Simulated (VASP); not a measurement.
A run of VASP 6.6.1:

Contents of INCAR:

```
SYSTEM = BeRu
PREC     = Accurate       ! precision mode
ENCUT    = 520            ! plane-wave cutoff, eV
EDIFF    = 1E-7           ! SCF threshold, eV
ISMEAR   = -1             ! smearing method
SIGMA    = 0.05           ! smearing width, eV
LREAL    = .False.        ! projectors in reciprocal space
LASPH    = .True.         ! aspherical terms in the spheres
NELM     = 100            ! most SCF steps
ALGO     = Normal         ! electronic algorithm
ISIF     = 2              ! what is computed and relaxed
LWAVE    = .False.        ! write WAVECAR
LCHARG   = .True.         ! write CHGCAR
GGA      = PE             ! functional
LELF     = .True.         ! ELF
LVHAR    = .True.       
NBANDS   = 15             ! bands
```

File KPOINTS:

```
regular mesh
0
Gamma
  11 11 7
  0 0 0
```

POSCAR

```
BeRu
1.0
    2.2883455500      0.0000000000      0.0000000000
    0.0000000000      2.2883455500      0.0000000000
    0.0000000000      0.0000000000      3.7829166300
Be Ru
1 1
Direct
    0.5000000000      0.5000000000      0.0000000000
    0.5000000000      0.5000000000      0.5000000000
```

Potentials or basis: VASP PAW PBE potentials, release 64 (Be, Ru_pv).

Command:

```console
$ cat potpaw_PBE.64/Be/POTCAR potpaw_PBE.64/Ru_pv/POTCAR > POTCAR
$ mpirun -np 1 vasp_std > vasp.out
```

Hardware: 1 thread of Intel(R) Xeon(R) Platinum 8488C (Sapphire Rapids), on a shared host.

Question: Estimate the wall time of this run.

Answer: Run time: 18 s on 1 thread of Intel(R) Xeon(R) Platinum 8488C (Sapphire Rapids), on a shared host, peak memory 0.14 GiB. Counts: scf iterations 14, k points 84.
